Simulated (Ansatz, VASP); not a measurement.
# H2C4SCl2O2 (H2C4SCl2O2 (C2/c)) in two plane-wave programs

Wanted: the spread between two codes on one cell, functional and k mesh. Of the first pair: The structure shown is the start of the Ansatz relaxation below; VASP solves that cell, so the two are compared at the walk's first step.

Main program and level: Ansatz 0.2.0; plane waves, with VASP 6.6.1 beside it; single point at PBE with D3(BJ).

## Step 1: Starting point

The cell holds 176 atoms: 32 H, 64 C, 16 S, 32 Cl and 32 O. Cell: a = 15.396 Å, b = 10.296 Å, c = 17.060 Å, α = 90.0°, β = 91.2°, γ = 88.8°. It derives from H2C4SCl2O2 (C2/c), repeated 2×1×2. As first built, before any earlier steps moved the atoms (in the runner's words): H2C4SCl2O2, space group C2/c, measured structure (Crystallography Open Database), 2 x 1 x 2 conventional cells; every coordinate displaced by a Gaussian of 0.01 A; bonds to H set to neutron lengths (C-H 1.089, N-H 1.015, O-H 0.983, B-H 1.19 A) where the measured ones are shorter.

## Step 2: Ansatz: relaxation, PBE with D3(BJ)

Ansatz runs on its default PAW (the set named soft_2) files.

The two programs are compared at the cell with which this relaxation starts, whose forces are those of its first step.

Input file input.yaml:

```yaml
crystal:
  lattice:
    - [15.39462, 0.15466, -0.11443]
    - [0.10345, 10.29553, 0.00085]
    - [-0.21702, -0.00077, 17.05812]
  atoms:
    - { symbol: H, position: [0.32381, 0.33348, 0.08648] }
    - { symbol: H, position: [0.17695, 0.33319, 0.16335] }
    - { symbol: H, position: [0.07374, 0.8336, 0.08646] }
    - { symbol: H, position: [0.42629, 0.8335, 0.16348] }
    - { symbol: H, position: [0.17655, 0.66672, 0.41343] }
    - { symbol: H, position: [0.32346, 0.66679, 0.33663] }
    - { symbol: H, position: [0.42665, 0.16665, 0.41343] }
    - { symbol: H, position: [0.07352, 0.16652, 0.33656] }
    - { symbol: C, position: [0.07237, 0.0415, 0.0877] }
    - { symbol: C, position: [0.42778, 0.04139, 0.16226] }
    - { symbol: C, position: [0.32238, 0.54137, 0.08771] }
    - { symbol: C, position: [0.17801, 0.5411, 0.16211] }
    - { symbol: C, position: [0.4279, 0.95875, 0.41222] }
    - { symbol: C, position: [0.07224, 0.95861, 0.33777] }
    - { symbol: C, position: [0.17787, 0.45883, 0.41227] }
    - { symbol: C, position: [0.32224, 0.45888, 0.33785] }
    - { symbol: C, position: [0.04133, 0.92267, 0.10369] }
    - { symbol: C, position: [0.45874, 0.92253, 0.14625] }
    - { symbol: C, position: [0.29139, 0.42252, 0.10373] }
    - { symbol: C, position: [0.20921, 0.42237, 0.14611] }
    - { symbol: C, position: [0.459, 0.07753, 0.3962] }
    - { symbol: C, position: [0.04116, 0.07741, 0.35378] }
    - { symbol: C, position: [0.20894, 0.57763, 0.39623] }
    - { symbol: C, position: [0.29112, 0.57766, 0.35386] }
    - { symbol: S, position: [0.2501, 0.66341, 0.12491] }
    - { symbol: S, position: [0.00015, 0.16359, 0.12495] }
    - { symbol: S, position: [0.25009, 0.33667, 0.37508] }
    - { symbol: S, position: [3.0e-05, 0.83644, 0.37495] }
    - { symbol: Cl, position: [0.16294, 0.08929, 0.04099] }
    - { symbol: Cl, position: [0.33728, 0.0893, 0.20903] }
[... 140 atom lines left out ...]
    - { symbol: O, position: [0.95828, 0.23588, 0.56138] }
    - { symbol: O, position: [0.54174, 0.23583, 0.68869] }
    - { symbol: O, position: [0.79175, 0.26404, 0.93869] }
    - { symbol: O, position: [0.70845, 0.26404, 0.8114] }
    - { symbol: O, position: [0.5417, 0.76411, 0.93863] }
    - { symbol: O, position: [0.9583, 0.76428, 0.81139] }
kpoints:
  mp_grid: { grid: [1, 1, 1] }
hamiltonian:
  xc: pbe
  dispersion: d3bj
scf:
  occupations: { method: fixed }
output:
  forces: true
  eigenvalues: true
  stress: true
relax:
  f_tol: 0.05
  max_steps: 70
```

The run is started by

```console
$ ansatz run input.yaml --threads 4 --pin off --max-ram 8192MiB --backend cpu --events-out ev --progress --plain --runs-dir out
```

Numbers of over 12 decimals in the logs are rounded to 6 here.

The log of the run:

```text
Warning: output.stress: scf.convergence.dr2_threshold = 1e-7 eV (the SCF's general default) is looser than the 1.08e-8 eV advised for a printed stress (1e-10 eV for each atom of the cell: 176, of which 108 are counted). What an SCF threshold leaves in a stress goes as its square root, and in the free energy as the threshold itself, and one threshold admits the most on a small cell: [figures from the program's tests c [...]
Engine: ansatz 0.2.0, aarch64-unknown-linux-gnu
Pseudopotentials: kind: paw
Pseudopotential: H, paw, valence charge 1, recommended cutoff 420 eV (normal), H.paw.azcp
Pseudopotential: C, paw, valence charge 4, recommended cutoff 420 eV (normal), C.paw.azcp
Pseudopotential: S, paw, valence charge 6, recommended cutoff 420 eV (normal), S.paw.azcp
Pseudopotential: Cl, paw, valence charge 7, recommended cutoff 420 eV (normal), Cl.paw.azcp
Pseudopotential: O, paw, valence charge 6, recommended cutoff 420 eV (normal), O.paw.azcp
Functional definition: PBE
  parameter kappa = 0.804
  parameter beta = 0.066725
  exchange = pbe_x(kappa = kappa, mu = beta*pi^2/3)
  correlation = pbe_c(beta = beta)
Crystal: 176 atoms, lattice volume = 2703.111 Å³
Basis set: ecut = 420 eV, 52875 PW (Γ), exchange–correlation on 216×144×240 points (8 copies of the dense FFT grid, shifted against one another)
Bands: 576, of which v1, the nominal top of the filled ones, is band 400 counted from 1 (399 counted from 0)
Symmetry: 1 space group operations
Space group: P1 (ITA 1), of the structure as read, at distance tolerance 1.4e-4 Å
k-points: 1
Non-local potential: H, projectors of the file, l = 0: 2, l = 1: 1
Non-local potential: C, projectors of the file, l = 0: 2, l = 1: 2, l = 2: 1
Non-local potential: S, projectors of the file, l = 0: 2, l = 1: 2, l = 2: 2
Non-local potential: Cl, projectors of the file, l = 0: 2, l = 1: 2, l = 2: 2
Non-local potential: O, projectors of the file, l = 0: 2, l = 1: 2, l = 2: 1
PAW form: soft (Blöchl's): semilocal exchange-correlation on the pseudo side does not see the compensation charge
PAW one-centre angular grid: H, 110 points (default); XC on 64 Gauss nodes
PAW one-centre angular grid: C, 110 points (default); XC on 64 Gauss nodes
PAW one-centre angular grid: S, 110 points (default); XC on 64 Gauss nodes
PAW one-centre angular grid: Cl, 110 points (default); XC on 64 Gauss nodes
PAW one-centre angular grid: O, 110 points (default); XC on 64 Gauss nodes
Initial density: superposition of atomic densities (neutral atoms: chi_scale 0, normalization atom), corrected by the library's trained network
Initial wavefunctions: pseudopotential atomic-orbital guess
Functional: x = pbe(κ = 0.804, μ = 0.219515), c = pbe(β = 0.066725)
SCF iter   1: F=—  HF=-83668.665159 eV  |F-HF|=—  |Δ(HF+E_count)|=         —  Δρ=6.54e-3  dr2=1.31e0  ethr=1.77e-3  ⟨swp⟩=5.0  Hψ=2247  notcnv=0  defer=162
preconditioner: auto → Resta (q_TF=auto, 2.227 Å⁻¹)  ε∞=3.1  [insulator: Δε(μ)=2.269 eV  Ē_g=13.541 eV  n_scr=502 (ndim 8)  ℏωp=19.8 eV  f_vac=0.141  ε∞_Penn≈3.1]
SCF iter   2: F=—  HF=-83668.287103 eV  |F-HF|=—  |Δ(HF+E_count)|=   3.78e-1  Δρ=3.47e-3  dr2=2.07e-1  ethr=1.63e-4  ⟨swp⟩=2.0  Hψ=906  notcnv=0  defer=171
SCF iter   3: F=—  HF=-83668.298752 eV  |F-HF|=—  |Δ(HF+E_count)|=   1.16e-2  Δρ=1.59e-3  dr2=6.05e-2  ethr=2.59e-5  ⟨swp⟩=3.0  Hψ=824  notcnv=0  defer=171
SCF iter   4: F=—  HF=-83668.299016 eV  |F-HF|=—  |Δ(HF+E_count)|=   2.64e-4  Δρ=4.13e-4  dr2=3.56e-3  ethr=7.57e-6  ⟨swp⟩=2.0  Hψ=818  notcnv=0  defer=173
SCF iter   5: F=—  HF=-83668.300575 eV  |F-HF|=—  |Δ(HF+E_count)|=   1.56e-3  Δρ=1.36e-4  dr2=4.31e-4  ethr=4.44e-7  ⟨swp⟩=2.0  Hψ=800  notcnv=0  defer=173
SCF iter   6: F=—  HF=-83668.300853 eV  |F-HF|=—  |Δ(HF+E_count)|=   2.78e-4  Δρ=4.45e-5  dr2=5.40e-5  ethr=5.38e-8  ⟨swp⟩=2.0  Hψ=704  notcnv=0  defer=174
SCF iter   7: F=-83668.300880 eV  HF=-83668.300881 eV  |F-HF|=8.12e-7  |Δ(HF+E_count)|=   2.76e-5  Δρ=1.92e-5  dr2=1.10e-5  ethr=6.75e-9  ⟨swp⟩=16.0  Hψ=4071  notcnv=0
[...]
- { symbol: S, position: [-0.000322222, 0.162847, 0.625427] }
    - { symbol: S, position: [0.250440, 0.337210, 0.874609] }
    - { symbol: S, position: [0.000387442, 0.837247, 0.874573] }
    - { symbol: Cl, position: [0.162096, 0.085080, 0.541140] }
    - { symbol: Cl, position: [0.336508, 0.092406, 0.708795] }
    - { symbol: Cl, position: [0.412074, 0.584964, 0.541105] }
    - { symbol: Cl, position: [0.086474, 0.592373, 0.708699] }
    - { symbol: Cl, position: [0.338009, 0.915075, 0.958827] }
    - { symbol: Cl, position: [0.163553, 0.907694, 0.791215] }
    - { symbol: Cl, position: [0.088008, 0.414986, 0.958872] }
    - { symbol: Cl, position: [0.413591, 0.407716, 0.791251] }
    - { symbol: O, position: [0.208208, 0.737065, 0.561850] }
    - { symbol: O, position: [0.291727, 0.733210, 0.689026] }
    - { symbol: O, position: [0.458265, 0.237146, 0.561983] }
    - { symbol: O, position: [0.041772, 0.233199, 0.689128] }
    - { symbol: O, position: [0.291902, 0.262949, 0.938083] }
    - { symbol: O, position: [0.208348, 0.266814, 0.810924] }
    - { symbol: O, position: [0.041824, 0.762941, 0.938042] }
    - { symbol: O, position: [0.458316, 0.766853, 0.810877] }
    - { symbol: H, position: [0.822459, 0.331028, 0.085072] }
    - { symbol: H, position: [0.675548, 0.334642, 0.161846] }
    - { symbol: H, position: [0.572393, 0.830907, 0.085103] }
    - { symbol: H, position: [0.925554, 0.834597, 0.161772] }
    - { symbol: H, position: [0.677629, 0.669042, 0.414916] }
    - { symbol: H, position: [0.824541, 0.665413, 0.338145] }
    - { symbol: H, position: [0.927640, 0.169006, 0.414970] }
    - { symbol: H, position: [0.574557, 0.165378, 0.338161] }
    - { symbol: C, position: [0.571560, 0.038770, 0.087561] }
    - { symbol: C, position: [0.927231, 0.042543, 0.161929] }
    - { symbol: C, position: [0.821543, 0.538893, 0.087503] }
    - { symbol: C, position: [0.677206, 0.542587, 0.161947] }
    - { symbol: C, position: [0.928509, 0.961145, 0.412478] }
    - { symbol: C, position: [0.572871, 0.957436, 0.338032] }
    - { symbol: C, position: [0.678529, 0.461178, 0.412476] }
    - { symbol: C, position: [0.822878, 0.457467, 0.338048] }
    - { symbol: C, position: [0.540193, 0.920816, 0.102828] }
    - { symbol: C, position: [0.958072, 0.922961, 0.145181] }
    - { symbol: C, position: [0.790225, 0.420915, 0.102788] }
    - { symbol: C, position: [0.708053, 0.422999, 0.145221] }
    - { symbol: C, position: [0.959854, 0.079118, 0.397227] }
    - { symbol: C, position: [0.542039, 0.077025, 0.354771] }
    - { symbol: C, position: [0.709858, 0.579152, 0.397197] }
    - { symbol: C, position: [0.792033, 0.577058, 0.354769] }
    - { symbol: S, position: [0.749649, 0.662857, 0.125407] }
    - { symbol: S, position: [0.499698, 0.162785, 0.125458] }
    - { symbol: S, position: [0.750424, 0.337206, 0.374582] }
    - { symbol: S, position: [0.500405, 0.837177, 0.374548] }
    - { symbol: Cl, position: [0.662101, 0.084885, 0.041200] }
    - { symbol: Cl, position: [0.836520, 0.092312, 0.208758] }
    - { symbol: Cl, position: [0.912063, 0.585062, 0.041129] }
    - { symbol: Cl, position: [0.586489, 0.592368, 0.208764] }
    - { symbol: Cl, position: [0.837977, 0.914985, 0.458837] }
    - { symbol: Cl, position: [0.663583, 0.907646, 0.291211] }
    - { symbol: Cl, position: [0.588009, 0.415019, 0.458854] }
    - { symbol: Cl, position: [0.913591, 0.407675, 0.291229] }
    - { symbol: O, position: [0.708190, 0.737122, 0.061933] }
    - { symbol: O, position: [0.791749, 0.733249, 0.189089] }
    - { symbol: O, position: [0.958228, 0.237124, 0.061952] }
    - { symbol: O, position: [0.541800, 0.233156, 0.189147] }
    - { symbol: O, position: [0.791860, 0.262945, 0.438069] }
    - { symbol: O, position: [0.708341, 0.266812, 0.310892] }
    - { symbol: O, position: [0.541839, 0.762874, 0.438019] }
    - { symbol: O, position: [0.958316, 0.766821, 0.310858] }
    - { symbol: H, position: [0.822422, 0.330970, 0.585070] }
    - { symbol: H, position: [0.675511, 0.334631, 0.661844] }
    - { symbol: H, position: [0.572450, 0.831005, 0.585102] }
    - { symbol: H, position: [0.925558, 0.834620, 0.661786] }
    - { symbol: H, position: [0.677594, 0.668993, 0.914936] }
    - { symbol: H, position: [0.824504, 0.665403, 0.838164] }
    - { symbol: H, position: [0.927659, 0.169089, 0.914983] }
    - { symbol: H, position: [0.574593, 0.165404, 0.838154] }
    - { symbol: C, position: [0.571572, 0.038868, 0.587557] }
    - { symbol: C, position: [0.927228, 0.042565, 0.661938] }
    - { symbol: C, position: [0.821531, 0.538835, 0.587495] }
    - { symbol: C, position: [0.677196, 0.542574, 0.661943] }
    - { symbol: C, position: [0.928517, 0.961227, 0.912497] }
    - { symbol: C, position: [0.572894, 0.957462, 0.838039] }
    - { symbol: C, position: [0.678515, 0.461128, 0.912491] }
    - { symbol: C, position: [0.822862, 0.457456, 0.838061] }
    - { symbol: C, position: [0.540226, 0.920899, 0.602821] }
    - { symbol: C, position: [0.958070, 0.922985, 0.645187] }
    - { symbol: C, position: [0.790200, 0.420867, 0.602786] }
    - { symbol: C, position: [0.708029, 0.422978, 0.645221] }
    - { symbol: C, position: [0.959866, 0.079196, 0.897240] }
    - { symbol: C, position: [0.542067, 0.077059, 0.854767] }
    - { symbol: C, position: [0.709831, 0.579111, 0.897215] }
    - { symbol: C, position: [0.792006, 0.577039, 0.854787] }
    - { symbol: S, position: [0.749654, 0.662819, 0.625402] }
    - { symbol: S, position: [0.499690, 0.162851, 0.625461] }
    - { symbol: S, position: [0.750420, 0.337175, 0.874591] }
    - { symbol: S, position: [0.500422, 0.837221, 0.874566] }
    - { symbol: Cl, position: [0.662105, 0.085014, 0.541196] }
    - { symbol: Cl, position: [0.836525, 0.092334, 0.708778] }
    - { symbol: Cl, position: [0.912052, 0.584982, 0.541116] }
    - { symbol: Cl, position: [0.586487, 0.592378, 0.708766] }
    - { symbol: Cl, position: [0.837981, 0.915077, 0.958853] }
    - { symbol: Cl, position: [0.663608, 0.907651, 0.791228] }
    - { symbol: Cl, position: [0.588003, 0.414946, 0.958872] }
    - { symbol: Cl, position: [0.913576, 0.407685, 0.791236] }
    - { symbol: O, position: [0.708209, 0.737101, 0.561928] }
    - { symbol: O, position: [0.791763, 0.733195, 0.689086] }
    - { symbol: O, position: [0.958230, 0.237150, 0.561963] }
    - { symbol: O, position: [0.541780, 0.233212, 0.689161] }
    - { symbol: O, position: [0.791861, 0.262911, 0.938074] }
    - { symbol: O, position: [0.708343, 0.266783, 0.810896] }
    - { symbol: O, position: [0.541856, 0.762930, 0.938041] }
    - { symbol: O, position: [0.958282, 0.766899, 0.810877] }
```

## Step 3: VASP: single point, PBE with D3(BJ), start cell, pair 1

The same cell, functional and mesh now go to VASP, with its own data sets.

Lines of VASP's logs that name or quote its potential files are left out, and so is its time.

Input file INCAR:

```
SYSTEM = H2C4SCl2O2
PREC = Accurate
ENCUT = 520
EDIFF = 1E-06
NELM = 120
ISMEAR = 0
SIGMA = 0.01
LREAL = Auto
ALGO = Normal
GGA = PE
IVDW = 12
NBANDS = 523
LORBIT = 11
LWAVE = .FALSE.
LCHARG = .FALSE.
ISIF = 2
LASPH = .TRUE.
GGA_COMPAT = .FALSE.
EFERMI = MIDGAP
```

Input file POSCAR:

```
H2C4SCl2O2
1.0
   15.3946200000      0.1546600000     -0.1144300000
    0.1034500000     10.2955300000      0.0008500000
   -0.2170200000     -0.0007700000     17.0581200000
H C S Cl O
32 64 16 32 32
Direct
    0.3238124005      0.3334831488      0.0864790723
    0.1769502640      0.3331891270      0.1633512490
    0.0737418238      0.8336007630      0.0864591008
    0.4262887469      0.8334972617      0.1634806033
    0.1765519769      0.6667177709      0.4134298582
    0.3234620862      0.6667876795      0.3366283622
    0.4266479674      0.1666483385      0.4134324108
    0.0735200913      0.1665177542      0.3365594429
    0.3233418370      0.3333333639      0.5866189635
    0.1764299301      0.3335063053      0.6634087107
    0.0735088276      0.8334862476      0.5864188522
    0.4264310735      0.8335519398      0.6634194148
    0.1764095913      0.6665921794      0.9133609065
    0.3233322245      0.6667687436      0.8365770761
    0.4266669939      0.1666465898      0.9133528111
    0.0735279547      0.1666618823      0.8366790796
    0.8233976075      0.3334767612      0.0865885533
    0.6765125939      0.3336007369      0.1634195196
    0.5731620507      0.8331209229      0.0866202595
    0.9268180683      0.8333892487      0.1632388218
    0.6766505339      0.6665191198      0.4134607201
    0.8235010606      0.6665704908      0.3365708907
    0.9266477372      0.1665385839      0.4134098449
    0.5735189208      0.1666217013      0.3365720338
    0.8232696865      0.3333412469      0.5866193584
    0.6764110958      0.3335231078      0.6635091222
    0.5733296731      0.8333889099      0.5866119909
    0.9266773922      0.8333413469      0.6633281601
    0.6764971380      0.6663937041      0.9135323900
    0.8233801930      0.6665611464      0.8367013961
[... 140 atom lines left out ...]
    0.9582781737      0.2358814902      0.5613781162
    0.5417388558      0.2358251553      0.6886919969
    0.7917505618      0.2640437791      0.9386893503
    0.7084471489      0.2640423894      0.8113990974
    0.5416992241      0.7641125364      0.9386284741
    0.9582973064      0.7642845497      0.8113911919
```

Input file KPOINTS:

```
Automatic mesh
0
Gamma
1 1 1
0 0 0
```

The projector-augmented-wave data sets are H, C, S, Cl and O (PBE family, release 64).

The run is started by

```console
$ export OMP_NUM_THREADS=3
$ mpirun -np 1 vasp_gam
```

The log of the run:

```text
[banner, memory and clock lines left out]
running    1 mpi-ranks, on    1 nodes
[...]
Offloading initialized ...    1 GPUs detected
[...]
LDA part: xc-table for (Slater+PW92), standard interpolation
 POSCAR, INCAR and KPOINTS ok, starting setup
[...]
entering main loop
       N       E                     dE             d eps       ncg     rms          rms(c)
DAV:   1     0.847430210590E+04    0.84743E+04   -0.41889E+05  1046   0.144E+03
DAV:   2     0.127753474981E+02   -0.84615E+04   -0.80960E+04  1580   0.333E+02
DAV:   3    -0.108420466909E+04   -0.10970E+04   -0.10838E+04  1228   0.132E+02
DAV:   4    -0.111927506062E+04   -0.35070E+02   -0.34859E+02  1276   0.247E+01
[...]
DAV:  16    -0.100966028374E+04   -0.52210E-05   -0.64087E-06  1260   0.520E-03    0.141E-02
DAV:  17    -0.100966028642E+04   -0.26776E-05   -0.30706E-06   900   0.278E-03    0.412E-03
DAV:  18    -0.100966028727E+04   -0.85704E-06   -0.11224E-06   708   0.196E-03
   1 F= -.10282819E+04 E0= -.10282819E+04  d E =0.000000E+00
```

Parts of OUTCAR (step 3):

```text
  FREE ENERGIE OF THE ION-ELECTRON SYSTEM (eV)
  ---------------------------------------------------
  free  energy   TOTEN  =     -1028.2818676159 eV

  energy  without entropy=    -1028.2818676159  energy(sigma->0) =    -1028.28186762
```

The run ends at a pressure of -0.45 GPa, with forces up to 0.57 eV/Å.

## Step 4: Comparison

Known differences besides the potentials themselves: fixed occupations in Ansatz, narrow Gaussian smearing in VASP; the cutoff is 420 eV in Ansatz and 520 eV in VASP (PREC = Accurate, projectors in real space). Total energies have different zeros and are not compared.

Forces on 10 of the 176 atoms, those with the largest forces and the largest differences (eV/Å; atoms numbered as in POSCAR):

| atom | Ansatz x, y, z | VASP x, y, z |
| --- | --- | --- |
| C36 | -0.042, 0.423, 0.068 | -0.191, 0.515, 0.147 |
| C66 | -0.041, 0.422, 0.068 | -0.189, 0.514, 0.147 |
| C70 | 0.041, -0.424, -0.069 | 0.191, -0.514, -0.150 |
| C86 | 0.041, -0.424, -0.067 | 0.192, -0.515, -0.149 |
| S97 | 0.187, 0.006, 0.538 | 0.172, 0.164, 0.493 |
| S101 | 0.190, 0.003, 0.539 | 0.174, 0.156, 0.495 |
| S102 | 0.186, -0.001, 0.539 | 0.171, 0.157, 0.492 |
| O147 | -0.210, 0.220, -0.249 | -0.104, 0.106, -0.063 |
| O165 | 0.209, -0.220, 0.248 | 0.103, -0.104, 0.062 |
| O171 | -0.210, 0.222, -0.252 | -0.104, 0.105, -0.064 |

The forces differ by 84 meV/Å r.m.s., which is 37.0 % of the r.m.s. force of 0.228 eV/Å (both taken over all components).

(Part 1 of 2 ends here.)

[Lines on the potential files, build, host, timing and source positions are cut from VASP's logs without a mark.]

[Logs are printed without paths, hosts, clocks, repeated set-up lines and the standing remarks that a program may print on its own settings, such as how far it seeks lower states.]

[Hosts, paths, dates, database ids (printed as entryN), source tags and the programs' standing remarks are cut or masked in the printed files.]
